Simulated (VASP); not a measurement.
# Li4GeN2 (Imm2) in VASP: single point with PBE

Aim: the single point of Li4GeN2 with PBE.

Program: VASP 6.6.1. These are calculated values, not measurements. Logs are shortened: lines on timing, memory, paths and dates and some standing lists are left out, and cuts for length are marked.

## 1. Starting point

It takes space group Imm2 (No. 44, orthorhombic). The conventional cell has a = 5.383 Å, b = 8.116 Å, c = 4.758 Å, α = 90.00°, β = 90.00°, γ = 90.00°. Around Li (site symmetry 1) lie 2 N at 1.95 to 1.98 Å. Around Li (site symmetry 1) lie 2 N at 1.95 to 1.98 Å. Ge (site symmetry mm2) has 2 N at 1.84 Å as nearest neighbours. N (site symmetry m) has 1 Ge at 1.84 Å and 4 Li at 1.95 to 1.98 Å as nearest neighbours. N (site symmetry m) is surrounded by 1 Ge at 1.84 Å and 4 Li at 1.95 to 1.98 Å.

The cell was built by a generator and needn't be a form met in nature.

## 2. Single point, PBE

INCAR reads:

```
PREC     = Normal         # precision mode
ENCUT    = 520            # plane-wave cutoff, eV
EDIFF    = 1E-5           # SCF threshold, eV
ISMEAR   = 0              # smearing method
SIGMA    = 0.05           # smearing width, eV
LREAL    = Auto         
LASPH    = True           # aspherical terms in the spheres
NELM     = 80             # most SCF steps
ALGO     = Fast           # electronic algorithm
ISIF     = 2              # what is computed and relaxed
LWAVE    = False          # write WAVECAR
LCHARG   = False          # write CHGCAR
GGA      = PE             # functional
```

KPOINTS reads:

```
Automatic mesh
0
Gamma
  5 5 5
```

POSCAR reads:

```
Li4GeN2
1.0
   -5.3829600000      8.1155000000      4.7583600000
    2.6914800000     -4.0577500000      2.3791800000
    2.6914800000      4.0577500000     -2.3791800000
Li Ge N
8 2 4
Direct
    0.3052485000      0.1967830000      0.9493630000
    0.8052485000      0.1967830000      0.9493630000
    0.1237105000      0.6611340000      0.0506370000
    0.6237105000      0.6611340000      0.0506370000
    0.3052485000      0.6611340000      0.4137130000
    0.8052485000      0.6611340000      0.4137130000
    0.1237105000      0.1967830000      0.5862870000
    0.6237105000      0.1967830000      0.5862870000
    0.4513005000      0.9026010000      0.0000000000
    0.9513005000      0.9026010000      0.0000000000
    0.4563470000      0.1057740000      0.8069200000
    0.9563470000      0.1057740000      0.8069200000
    0.1494270000      0.1057740000      0.1930800000
    0.6494270000      0.1057740000      0.1930800000
```

Potentials or basis: VASP PAW PBE potentials, release 64 (Li_sv, Ge_d, N).

On the command line:

```sh
$ cat potpaw_PBE.64/Li_sv/POTCAR potpaw_PBE.64/Ge_d/POTCAR potpaw_PBE.64/N/POTCAR > POTCAR
$ mpirun -np 1 vasp_std > vasp.out
```

OUTCAR:

```text
PREC = Normal
   ENCUT = 520
   EDIFF = 1E-5
   ISMEAR = 0
   LREAL = Auto
   LASPH = True
   NELM = 80
   ISIF = 2
   GGA = PE

 ion  position               nearest neighbor table
   1  0.305  0.197  0.949-  11 1.95  13 1.98   5 2.50
   2  0.805  0.197  0.949-  12 1.95  14 1.98   6 2.50
   3  0.124  0.661  0.051-  13 1.95  12 1.98   7 2.50
   4  0.624  0.661  0.051-  14 1.95  11 1.98   8 2.50
   5  0.305  0.661  0.414-  11 1.95  13 1.98   1 2.50
   6  0.805  0.661  0.414-  12 1.95  14 1.98   2 2.50
   7  0.124  0.197  0.586-  13 1.95  12 1.98   3 2.50
   8  0.624  0.197  0.586-  14 1.95  11 1.98   4 2.50
   9  0.451  0.903  0.000-  11 1.84  14 1.84
  10  0.951  0.903  0.000-  12 1.84  13 1.84
  11  0.456  0.106  0.807-   9 1.84   1 1.95   5 1.95   4 1.98   8 1.98
  12  0.956  0.106  0.807-  10 1.84   2 1.95   6 1.95   3 1.98   7 1.98
  13  0.149  0.106  0.193-  10 1.84   3 1.95   7 1.95   1 1.98   5 1.98
  14  0.649  0.106  0.193-   9 1.84   4 1.95   8 1.95   2 1.98   6 1.98

  LATTYP: Found a base centered monoclinic cell.
 ALAT       =     9.4076208544
 B/A-ratio  =     0.5721914269
 C/A-ratio  =     1.0000000000
 COS(beta)  =    -0.4883358659

  Lattice vectors:

 A1 = (  -2.6914800000,  -4.0577500000,   2.3791800000)
 A2 = (   2.6914800000,  -4.0577500000,   2.3791800000)
 A3 = (   0.0000000000,   8.1155000000,   4.7583600000)

Analysis of symmetry for initial positions (statically):
=====================================================================
 Subroutine PRICEL returns following result:

  LATTYP: Found a body centered orthorhombic cell.
 ALAT       =     4.7583600000
 B/A-ratio  =     1.1312637127
 C/A-ratio  =     1.7055245925

  Lattice vectors:

 A1 = (   2.6914800000,   4.0577500000,  -2.3791800000)
 A2 = (  -2.6914800000,   4.0577500000,   2.3791800000)
 A3 = (   2.6914800000,  -4.0577500000,   2.3791800000)

   2 primitive cells build up your supercell.

 Routine SETGRP: Setting up the symmetry group for a
 base centered monoclinic supercell.

 Subroutine GETGRP returns: Found  2 space group operations
 (whereof  2 operations were pure point group operations)
 out of a pool of  4 trial point group operations.

The static configuration has the point symmetry C_1h.

Analysis of symmetry for dynamics (positions and initial velocities):
[... 146 lines left out ...]
   EMIN   =  10.00;   EMAX   =-10.00  energy-range for DOS
   EFERMI =   0.00;   METHOD = LEGACY
   ISMEAR =     0;   SIGMA  =   0.05  broadening in eV -4-tet -1-fermi 0-gaus
   EFERMI_NEDOS =   21; number of points for ismear=-14 and -15
   IALGO  =     68    algorithm
   IMIX   =      4    mixing-type and parameters
     AMIX     =   0.40;   BMIX     =  1.00
     AMIX_MAG =   1.60;   BMIX_MAG =  1.00
  volume/ion in A,a.u.               =      14.85       100.20
  Fermi-wavevector in a.u.,A,eV,Ry     =   1.149709  2.172634 17.984585  1.321830
  Thomas-Fermi vector in A             =   2.286377
   LORBIT       =      0    0 simple, 1 ext, 2 COOP (PROOUT), +10 PAW based schemes
   GGA     = PE    functional components
   LHFCALC =     F    Hartree Fock is set to
   AEXX    =    0.0000 exact exchange contribution
   IVDW    =     0    specifies the selected vdW correction
   LEPSILON=     F    determine dielectric tensor
   LRPA    =     F    only Hartree local field effects (RPA)
 non-spin polarized calculation
 RMM-DIIS sequential band-by-band and
 Gauss-broadening in eV      SIGMA  =   0.05
  energy-cutoff  :      520.00
  volume of cell :      207.87
 maximum number of plane-waves:      5623
   NGX = 41   NGY = 21   NGZ = 21

 number of electron      72.0000072 magnetization

 Free energy of the ion-electron system (eV)
  ---------------------------------------------------
  ext. energy  EPLUGINS =         0.00000000
  ---------------------------------------------------
  free energy    TOTEN  =       -62.20007514 eV

  energy without entropy =      -62.20007514  energy(sigma->0) =      -62.20007514

 E-fermi :   2.0830     XC(G=0):  -8.1989

 val. band max:        1.7695021291   @ k =   0.0000   0.0000   0.0000
 cond. band min:       2.8010129106   @ k =  -0.4000   0.2000   0.2000
 fundamental gap:      1.0315107816
 Fermi energy:         2.0830138329

 k-point     1 :       0.0000    0.0000    0.0000
  band No.  band energies     occupation
      1     -43.3673      2.00000
      2     -43.3501      2.00000
      3     -43.3451      2.00000
      4     -43.3278      2.00000
      5     -43.3274      2.00000
      6     -43.3162      2.00000
[... 1117 lines left out ...]
     43       5.8757      0.00000
     44       7.1202      0.00000

 [... further k-points ...]

------------------------ aborting loop because EDIFF is reached ----------------------------------------

  FORCE on cell =-STRESS in cart. coord.  units (eV):
  Direction    XX          YY          ZZ          XY          YZ          ZX
  --------------------------------------------------------------------------------------
  -------------------------------------------------------------------------------------
  Total       -0.3033257      0.5995141      0.1310747      0.0000000     -0.0082639      0.0000000
  in kB       -2.3379004      4.6207900      1.0102660      0.0000000     -0.0636949      0.0000000
  external PRESSURE =       1.0977185 kB  Pullay stress =       0.0000000 kB

 VOLUME and BASIS-vectors are now :
 -----------------------------------------------------------------------------
  energy-cutoff  :      520.00
  volume of cell :      207.87
      direct lattice vectors                 reciprocal lattice vectors
    -5.382960000  8.115500000  4.758360000     0.000000000  0.061610498  0.105078220
     2.691480000 -4.057750000  2.379180000     0.185771397  0.000000000  0.210156440
     2.691480000  4.057750000 -2.379180000     0.185771397  0.123220997  0.000000000

 POSITION                                       TOTAL-FORCE (eV/Angst)
 -----------------------------------------------------------------------------------
      1.44169      5.53103     -0.33804         0.001110     -0.013287      0.010304
     -1.24979      9.58878      2.04114         0.001110     -0.013287      0.010304
      1.24979     -1.47327      2.04114        -0.000627      0.013267      0.010179
     -1.44169      2.58448      4.42032        -0.000627      0.013267      0.010179
      1.24979      1.47327      2.04114        -0.001110     -0.013287      0.010304
     -1.44169      5.53102      4.42032        -0.001110     -0.013287      0.010304
      1.44169      2.58448     -0.33804         0.000627      0.013267      0.010179
     -1.24979      6.64223      2.04114         0.000627      0.013267      0.010179
     -0.00000      0.00000      4.29490         0.000000      0.000323     -0.054179
     -2.69148      4.05775      6.67408         0.000000      0.000323     -0.054179
     -0.00000      6.54856      0.50331        -0.000000     -0.049530      0.006451
     -2.69148     10.60631      2.88249        -0.000000     -0.049530      0.006451
     -0.00000      1.56694      0.50331         0.000000      0.049247      0.006763
     -2.69148      5.62469      2.88249         0.000000      0.049247      0.006763
 -----------------------------------------------------------------------------------
    total drift:                                0.005288      0.000052      0.153602

  FREE ENERGIE OF THE ION-ELECTRON SYSTEM (eV)
  ---------------------------------------------------
  free  energy   TOTEN  =       -62.2000751355 eV

  energy  without entropy=      -62.2000751355  energy(sigma->0) =      -62.20007514
```

stdout:

```text
POSCAR found type information on POSCAR LiGeN
 POSCAR found :  3 types and      14 ions
 scaLAPACK will be used
 LDA part: xc-table for (Slater+PW92), standard interpolation
 POSCAR, INCAR and KPOINTS ok, starting setup
 FFT: planning ... GRIDC
 FFT: planning ... GRID_SOFT
 FFT: planning ... GRID
 WAVECAR not read
 entering main loop
WARNING in EDDRMM: call to ZHEGV failed, returncode =   6  3     27
WARNING in EDDRMM: call to ZHEGV failed, returncode =   8  4     27
```

Wall time 26 min (1 thread of AMD EPYC 7R13 (Zen 3), shared host); peak memory 0.36 GiB.

Results:

```
Free energy            : -62.2001 eV
Largest force          : 0.054 eV/Å
Band gap on the k mesh : 1.03 eV
```

Forces in eV/Å, atoms in the order of the input:
```
Li   0.001 -0.013  0.010
Li   0.001 -0.013  0.010
Li  -0.001  0.013  0.010
Li  -0.001  0.013  0.010
Li  -0.001 -0.013  0.010
Li  -0.001 -0.013  0.010
Li   0.001  0.013  0.010
Li   0.001  0.013  0.010
Ge   0.000  0.000 -0.054
Ge   0.000  0.000 -0.054
N    0.000 -0.050  0.006
N    0.000 -0.050  0.006
N    0.000  0.049  0.007
N    0.000  0.049  0.007
```

Caveat: the cutoff is under 1.25 times the usual one of these potentials, so pressure, stress and relaxed cells hold a basis-set (Pulay) error; an odd mesh through Γ misses points on the zone boundary, where band edges often lie.
